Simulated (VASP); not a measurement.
A convergence study with VASP on Ge (diamond): a few settings are varied, all else stays as given below, so the limit is that of these other settings. The cell's lengths are 1 % over those of the tabulated start and one atom is moved, so it is off equilibrium.

```xyz
2
Lattice="0.0000 2.8573 2.8573 2.8573 0.0000 2.8573 2.8573 2.8573 0.0000" Properties=species:S:1:pos:R:3 pbc="T T T"
Ge     0.0000     0.0000     0.0000
Ge     1.4892     1.4286     1.4286
```

These are LDA (Ceperley-Alder, Perdew-Zunger), VASP's LDA PAW potentials (set 64) (plane waves; VASP) values and carry that method's errors. The last row used: 900 eV cut-off, 7×7×7 Γ-centred mesh, Gaussian smearing of 0.050 eV, potentials Ge_h.

Energies of different potentials or hybrids have different zeros.

```
setting                   E (eV/atom)  pressure (GPa)  largest force (eV/Å)  plane waves
------------------------  -----------  --------------  --------------------  -----------
ENCUT = 520, POTCAR Ge_d      -5.1654           -2.91                 0.604         1275
ENCUT = 700, POTCAR Ge_d      -5.1655           -2.90                 0.604         1988
ENCUT = 900, POTCAR Ge_d      -5.1655           -2.87                 0.604         2872
ENCUT = 300, POTCAR Ge        -5.1472           -2.23                 0.621          560
ENCUT = 400, POTCAR Ge        -5.1476           -2.22                 0.621          869
ENCUT = 520, POTCAR Ge        -5.1476           -2.22                 0.621         1275
ENCUT = 700, POTCAR Ge        -5.1477           -2.22                 0.621         1988
ENCUT = 900, POTCAR Ge        -5.1478           -2.22                 0.621         2872
ENCUT = 300, POTCAR Ge_h      -4.5378          -92.69                 0.554          560
ENCUT = 400, POTCAR Ge_h      -5.1529           -5.36                 0.602          869
ENCUT = 520, POTCAR Ge_h      -5.1592           -3.34                 0.603         1275
ENCUT = 700, POTCAR Ge_h      -5.1582           -2.79                 0.604         1988
ENCUT = 900, POTCAR Ge_h      -5.1581           -2.80                 0.605         2872
```

Left out are rungs that failed or repeat a setting and relaxations that didn't move; long series are thinned to 24 rows.

The compound is Ge in the diamond structure. The cell was not relaxed at this level, it is distorted from the ideal structure.
